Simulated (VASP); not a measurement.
# Si2B3 (P4/mmm) in VASP: relaxation of cell and atoms with PBE

Aim: the relaxation of cell and atoms of Si2B3 with PBE.

All numbers are computed with VASP 6.6.1; they aren't measurements. Logs are shortened: lines on timing, memory, paths and dates and some standing lists are left out, and cuts for length are marked.

**1. The crystal as given**

The structure is tetragonal, space group P4/mmm (No. 123). Conventional cell: a = 4.304 Å, b = 4.304 Å, c = 7.055 Å, α = 90.00°, β = 90.00°, γ = 90.00°. Around Si (site symmetry m2m) lie 4 Si at 2.04 to 2.26 Å. B (site symmetry m2m) is surrounded by 1 B at 1.19 Å. B (site symmetry 4mm) is surrounded by 4 Si at 2.35 Å and 4 B at 2.39 Å.

The cell was built by a generator and needn't be a form met in nature.

**2. Relaxation of cell and atoms, PBE**

File INCAR:

```
SYSTEM = Si2B3
PREC = Normal
ENCUT = 520
EDIFF = 1E-4
ISMEAR = 0
SIGMA = 0.15
LREAL = Auto
LASPH = .TRUE.
NELM = 60
ALGO = Fast
ISIF = 3
LWAVE = .FALSE.
LCHARG = .FALSE.
GGA = PE
IBRION = 2
NSW = 24
EDIFFG = -0.08
```

File KPOINTS:

```
Automatic mesh
0
G
  4 4 3
  0 0 0
```

File POSCAR:

```
Si2B3
1.0
    4.3037585800      0.0000000000      0.0000000000
    0.0000000000      4.3037585800      0.0000000000
    0.0000000000      0.0000000000      7.0546752800
Si B
4 6
Direct
    0.2631191700      0.2631191700      0.5000000000
    0.7368808300      0.7368808300      0.5000000000
    0.7368808300      0.2631191700      0.5000000000
    0.2631191700      0.7368808300      0.5000000000
    0.6380178400      0.0000000000      0.0000000000
    0.3619821600      0.0000000000      0.0000000000
    0.0000000000      0.6380178400      0.0000000000
    0.0000000000      0.3619821600      0.0000000000
    0.0000000000      0.0000000000      0.7433538700
    0.0000000000      0.0000000000      0.2566461300
```

Potentials or basis: VASP PAW PBE potentials, release 64 (Si, B).

Started as:

```sh
$ cat potpaw_PBE.64/Si/POTCAR potpaw_PBE.64/B/POTCAR > POTCAR
$ mpirun -np 1 vasp_std > vasp.out
```

OUTCAR:

```text
SYSTEM = Si2B3
   PREC = Normal
   ENCUT = 520
   EDIFF = 1E-4
   ISMEAR = 0
   LREAL = Auto
   LASPH = .TRUE.
   NELM = 60
   ISIF = 3
   GGA = PE
   IBRION = 2
   NSW = 24
   EDIFFG = -0.08

 ion  position               nearest neighbor table
   1  0.263  0.263  0.500-   3 2.04   4 2.04   4 2.26   3 2.26   9 2.35  10 2.35   2 2.88   2 3.05
                             2 3.05
   2  0.737  0.737  0.500-   3 2.04   4 2.04   4 2.26   3 2.26   9 2.35  10 2.35   1 2.88   1 3.05
                             1 3.05
   3  0.737  0.263  0.500-   1 2.04   2 2.04   1 2.26   2 2.26  10 2.35   9 2.35   4 2.88   4 3.05
                             4 3.05
   4  0.263  0.737  0.500-   1 2.04   2 2.04   1 2.26   2 2.26  10 2.35   9 2.35   3 2.88   3 3.05
                             3 3.05
   5  0.638  0.000  0.000-   6 1.19
   6  0.362  0.000  0.000-   5 1.19
   7  0.000  0.638  0.000-   8 1.19
   8  0.000  0.362  0.000-   7 1.19
   9  0.000  0.000  0.743-   1 2.35   2 2.35   3 2.35   4 2.35
  10  0.000  0.000  0.257-   1 2.35   2 2.35   3 2.35   4 2.35

  LATTYP: Found a simple tetragonal cell.
 ALAT       =     4.3037585800
 C/A-ratio  =     1.6391893618

  Lattice vectors:

 A1 = (   4.3037585800,   0.0000000000,   0.0000000000)
 A2 = (   0.0000000000,   4.3037585800,   0.0000000000)
 A3 = (   0.0000000000,   0.0000000000,   7.0546752800)

Analysis of symmetry for initial positions (statically):
=====================================================================
 Subroutine PRICEL returns:
 Original cell was already a primitive cell.

 Routine SETGRP: Setting up the symmetry group for a
 simple tetragonal supercell.

 Subroutine GETGRP returns: Found 16 space group operations
 (whereof 16 operations were pure point group operations)
 out of a pool of 16 trial point group operations.

The static configuration has the point symmetry D_4h.

Analysis of symmetry for dynamics (positions and initial velocities):
=====================================================================
 Subroutine PRICEL returns:
 Original cell was already a primitive cell.

 Routine SETGRP: Setting up the symmetry group for a
 simple tetragonal supercell.

 Subroutine GETGRP returns: Found 16 space group operations
 (whereof 16 operations were pure point group operations)
 out of a pool of 16 trial point group operations.

The dynamic configuration has the point symmetry D_4h.

 Subroutine INISYM returns: Found 16 space group operations
 (whereof 16 operations are pure point group operations),
 and found     1 'primitive' translations

----------------------------------------------------------------------------------------

                                     Primitive cell

  volume of cell :     130.6691

  direct lattice vectors                    reciprocal lattice vectors
     4.303758580  0.000000000  0.000000000     0.232355041  0.000000000  0.000000000
     0.000000000  4.303758580  0.000000000     0.000000000  0.232355041  0.000000000
     0.000000000  0.000000000  7.054675280     0.000000000  0.000000000  0.141749969

  length of vectors
     4.303758580  4.303758580  7.054675280     0.232355041  0.232355041  0.141749969

  position of ions in fractional coordinates (direct lattice)
     0.263119170  0.263119170  0.500000000
     0.736880830  0.736880830  0.500000000
     0.736880830  0.263119170  0.500000000
     0.263119170  0.736880830  0.500000000
     0.638017840  0.000000000  0.000000000
     0.361982160  0.000000000  0.000000000
     0.000000000  0.638017840  0.000000000
     0.000000000  0.361982160  0.000000000
     0.000000000  0.000000000  0.743353870
     0.000000000  0.000000000  0.256646130

  ion indices of the primitive-cell ions
   primitive index   ion index
                 1           1
                 2           2
                 3           3
                 4           4
                 5           5
                 6           6
                 7           7
                 8           8
                 9           9
                10          10

[... 38 lines left out ...]
  0.500000  0.250000  0.333333      8.000000
  0.500000  0.500000  0.333333      2.000000
   k-points           NKPTS =     12   k-points in BZ     NKDIM =     12   number of bands    NBANDS=     23
   number of dos      NEDOS =    301   number of ions     NIONS =     10
   total plane-waves  NPLWV =  23040
   dimension x,y,z NGX =    24 NGY =   24 NGZ =   40
   dimension x,y,z NGXF=    48 NGYF=   48 NGZF=   80
   ions per type =               4   6
   NGX,Y,Z   is equivalent  to a cutoff of   9.27,  9.27,  9.43 a.u.
   NGXF,Y,Z  is equivalent  to a cutoff of  18.54, 18.54, 18.85 a.u.
 SYSTEM =  Si2B3
   PREC   = normal    normal or accurate (medium, high low for compatibility)
   ISTART =      0    job   : 0-new  1-cont  2-samecut
   ICHARG =      2    charge: 1-file 2-atom 10-const
   ISPIN  =      1    spin polarized calculation?
   LNONCOLLINEAR =      F non collinear calculations
   LSORBIT =      F    spin-orbit coupling
   LASPH  =      T    aspherical Exc in radial PAW
   ENCUT  =  520.0 eV  38.22 Ry    6.18 a.u.   8.00  8.00 13.12*2*pi/ulx,y,z
   NELM   =     60;   NELMIN=  2; NELMDL= -5     # of ELM steps
   EDIFF  = 0.1E-03   stopping-criterion for ELM
   LREAL  =      T    real-space projection
   EDIFFG = -.8E-01   stopping-criterion for IOM
   NSW    =     24    number of steps for IOM
   IBRION =      2    ionic relax: 0-MD 1-quasi-New 2-CG
   NFREE  =      1    steps in history (QN), initial steepest desc. (CG)
   ISIF   =      3    stress and relaxation
   ISYM   =      2    0-nonsym 1-usesym 2-fastsym
   POTIM  = 0.5000    time-step for ionic-motion
   TEBEG  =    0.0;   TEEND  =   0.0 temperature during run
   PSTRESS=    0.0 pullay stress
   NELECT =      34.0000    total number of electrons
   NUPDOWN=      -1.0000    fix difference up-down
   EMIN   =  10.00;   EMAX   =-10.00  energy-range for DOS
   EFERMI =   0.00;   METHOD = LEGACY
   ISMEAR =     0;   SIGMA  =   0.15  broadening in eV -4-tet -1-fermi 0-gaus
   EFERMI_NEDOS =   21; number of points for ismear=-14 and -15
   IALGO  =     68    algorithm
   IMIX   =      4    mixing-type and parameters
     AMIX     =   0.40;   BMIX     =  1.00
     AMIX_MAG =   1.60;   BMIX_MAG =  1.00
  volume/ion in A,a.u.               =      13.07        88.18
  Fermi-wavevector in a.u.,A,eV,Ry     =   1.045146  1.975039 14.862047  1.092330
  Thomas-Fermi vector in A             =   2.179929
   LORBIT       =      0    0 simple, 1 ext, 2 COOP (PROOUT), +10 PAW based schemes
   GGA     = PE    functional components
   LHFCALC =     F    Hartree Fock is set to
   AEXX    =    0.0000 exact exchange contribution
   IVDW    =     0    specifies the selected vdW correction
   LEPSILON=     F    determine dielectric tensor
   LRPA    =     F    only Hartree local field effects (RPA)
 conjugate gradient relaxation of ions
 non-spin polarized calculation
 RMM-DIIS sequential band-by-band and
 Gauss-broadening in eV      SIGMA  =   0.15
  energy-cutoff  :      520.00
  volume of cell :      130.67
 maximum number of plane-waves:      3584
   NGX = 17   NGY = 17   NGZ = 27

--------------------------------------- Ionic step        1  -------------------------------------------

 number of electron      34.0000005 magnetization

 Free energy of the ion-electron system (eV)
  ---------------------------------------------------
  ext. energy  EPLUGINS =         0.00000000
  ---------------------------------------------------
  free energy    TOTEN  =       -38.20089270 eV

  energy without entropy =      -38.17742892  energy(sigma->0) =      -38.18916081

------------------------ aborting loop because EDIFF is reached ----------------------------------------

  FORCE on cell =-STRESS in cart. coord.  units (eV):
  Direction    XX          YY          ZZ          XY          YZ          ZX
  --------------------------------------------------------------------------------------
  -------------------------------------------------------------------------------------
  Total       52.0767435     52.0767435    -26.1412100      0.0000000      0.0000000      0.0000000
  in kB      638.5303872    638.5303872   -320.5261279      0.0000000      0.0000000      0.0000000
  external PRESSURE =     318.8448822 kB  Pullay stress =       0.0000000 kB
[... 351 lines left out ...]
     22       4.8189      0.00000
     23       6.1250      0.00000

------------------------ aborting loop EDIFF was not reached (unconverged)  ----------------------------

  FORCE on cell =-STRESS in cart. coord.  units (eV):
  Direction    XX          YY          ZZ          XY          YZ          ZX
  --------------------------------------------------------------------------------------
  -------------------------------------------------------------------------------------
  Total     1091.2251169   1091.2251169     45.9029610      0.0000000      0.0000000     -0.0000000
  in kB     9779.5909014   9779.5909014    411.3836573      0.0000000      0.0000000     -0.0000000
  external PRESSURE =    6656.8551534 kB  Pullay stress =       0.0000000 kB
[... 31 lines left out ...]
--------------------------------------- Ionic step        3  -------------------------------------------

 number of electron      33.9999991 magnetization

------------------------ aborting loop EDIFF was not reached (unconverged)  ----------------------------

  FORCE on cell =-STRESS in cart. coord.  units (eV):
  Direction    XX          YY          ZZ          XY          YZ          ZX
  --------------------------------------------------------------------------------------
  -------------------------------------------------------------------------------------
  Total       51.0186829     51.0186829     30.2940795      0.0000000      0.0000000     -0.0000000
  in kB      622.3406293    622.3406293    369.5359313      0.0000000      0.0000000     -0.0000000
  external PRESSURE =     538.0723967 kB  Pullay stress =       0.0000000 kB
[... 347 lines left out ...]
     22       6.6570      0.00000
     23       8.3785      0.00000

[... ionic steps 4 to 16 ...]

--------------------------------------- Ionic step       17  -------------------------------------------

 number of electron      33.9999992 magnetization

------------------------ aborting loop because EDIFF is reached ----------------------------------------
[... 83 lines left out ...]
--------------------------------------- Ionic step       19  -------------------------------------------

 number of electron      33.9999992 magnetization

 Free energy of the ion-electron system (eV)
  ---------------------------------------------------
  ext. energy  EPLUGINS =         0.00000000
  ---------------------------------------------------
  free energy    TOTEN  =       -55.23874456 eV

  energy without entropy =      -55.20493988  energy(sigma->0) =      -55.22184222

 E-fermi :   6.2155     XC(G=0): -10.2957

 val. band max:        6.1996442629   @ k =   0.2500   0.0000   0.3333
 cond. band min:       6.2946593967   @ k =   0.5000   0.5000   0.3333
 fundamental gap:      0.0950151338
 Fermi energy:         6.2154816528
[... 347 lines left out ...]
  FREE ENERGIE OF THE ION-ELECTRON SYSTEM (eV)
  ---------------------------------------------------
  free  energy   TOTEN  =       -55.2387445584 eV

  energy  without entropy=      -55.2049398763  energy(sigma->0) =      -55.22184222

 reached required accuracy - stopping structural energy minimisation
```

Run time: 4.2 min. Hardware: 1 thread of Intel Xeon Platinum 8488C (Sapphire Rapids), shared host; peak memory 0.18 GiB.

Results:

```
Free energy                            : -55.2387 eV
Relaxed volume                         : 12.22 Å³/atom
Relaxed cell                           : a = 4.570 Å, b = 4.570 Å, c = 5.850 Å, α = 90.00°, β = 90.00°, γ = 90.00°
Space group after relaxing (to 0.05 Å) : P4/mmm (No. 123)
Energy gained by relaxing              : 1703.8 meV/atom
Ionic steps                            : 19
Pressure after relaxing                : 0.1 GPa
Largest force after relaxing           : 0.033 eV/Å
Band gap on the k mesh                 : none (metal or under the smearing width)
```

Forces in eV/Å, atoms in the order of the input:
```
Si   0.023  0.023  0.000
Si  -0.023 -0.023  0.000
Si  -0.023  0.023  0.000
Si   0.023 -0.023  0.000
B   -0.030  0.000  0.000
B    0.030  0.000  0.000
B    0.000 -0.030  0.000
B    0.000  0.030  0.000
B    0.000  0.000 -0.009
B    0.000  0.000  0.009
```

Stress tensor (GPa, compression positive):
```
0.08 0.00 0.00
0.00 0.08 0.00
0.00 0.00 0.20
```

The path:
| step | energy change (eV) | largest force (eV/Å) | pressure (GPa) | volume (Å³) |
| --- | --- | --- | --- | --- |
| 1 | 0.0000 | 28.7938 | 31.88 | 130.67 |
| 2 | 1270.3617 | 2600.2413 | 665.69 | 178.77 |
| 3 | 50.8557 | 9.1865 | 53.81 | 131.34 |
| 4 | 0.6966 | 3.7244 | 12.82 | 131.49 |
| 5 | -9.6161 | 1.2368 | 9.33 | 131.54 |
| 6 | 54.4349 | 111.9718 | 99.13 | 155.55 |
| 7 | -10.9096 | 2.8380 | 12.58 | 131.93 |
| 8 | -14.2570 | 1.8980 | -16.69 | 148.90 |
| 9 | -14.3208 | 1.8826 | -14.85 | 146.66 |
| 10 | -16.0295 | 2.0624 | -11.77 | 131.35 |
| 11 | -16.0375 | 1.9963 | -11.39 | 130.42 |
| 12 | -16.6924 | 1.1448 | 8.93 | 114.11 |
| 13 | -16.8058 | 0.9111 | 2.30 | 118.16 |
| 14 | -16.9530 | 0.5635 | 1.60 | 119.32 |
| 15 | -16.9937 | 0.6709 | 1.50 | 120.40 |
| 16 | -17.0283 | 0.3383 | -0.88 | 122.81 |
| 17 | -17.0343 | 0.2185 | -0.16 | 122.14 |
| 18 | -17.0344 | 0.2079 | -0.16 | 122.17 |
| 19 | -17.0379 | 0.0329 | 0.12 | 122.17 |

Final structure:
```
Si B
1.0
     4.56976    0.00000    0.00000
     0.00000    4.56976    0.00000
     0.00000    0.00000    5.85028
Si B
4 6
Direct
  0.25092 0.25092 0.50000
  0.74908 0.74908 0.50000
  0.74908 0.25092 0.50000
  0.25092 0.74908 0.50000
  0.70541 0.00000 0.00000
  0.29459 0.00000 0.00000
  0.00000 0.70541 0.00000
  0.00000 0.29459 0.00000
  0.00000 0.00000 0.78864
  0.00000 0.00000 0.21136
```

Caveat: the k mesh is coarse (spacing up to 0.36 Å⁻¹), so the values aren't converged; the relaxation stopped at a loose force limit of 0.08 eV/Å, so its end isn't a converged minimum.
